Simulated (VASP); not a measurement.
Consider the following.

```xyz
8
Lattice="0.0000 3.0860 3.0860 3.0860 0.0000 3.0860 12.3679 12.3679 -0.0240" Properties=species:S:1:pos:R:3 pbc="T T T"
Zn     3.1559     3.1559     6.1020
Zn     6.1816     6.1816     6.1624
Zn     6.1284     6.1284     0.0436
Te     1.5772     1.5772     1.5088
Te     4.6089     4.6089     1.5630
Te     7.6341     7.6341     1.6239
Te    10.9278    10.9278     1.4161
Hg     9.2397     9.2397     0.0183
```

All values below come from PBEsol GGA, VASP's PBE PAW potentials (set 64) (plane waves; VASP). Numerical set-up: 400 eV cut-off, Gaussian smearing of 0.050 eV, potentials Zn Te Hg.

Unless said otherwise, spin-orbit coupling is left out, though it shifts the bands of the heavy elements here.

Estimate the band gap (along the path) with the smallest direct gap where there is one.

The band gap (along the path) comes out as 0.36 eV and the smallest direct gap (along the path) comes out as 0.36 eV.

Total energies compare only between runs with the same potentials, cut-off and functional.

The structure was generated: HgZn3Te4 was put into an ordered model structure (R3m), which need not be its known phase. It was relaxed first.
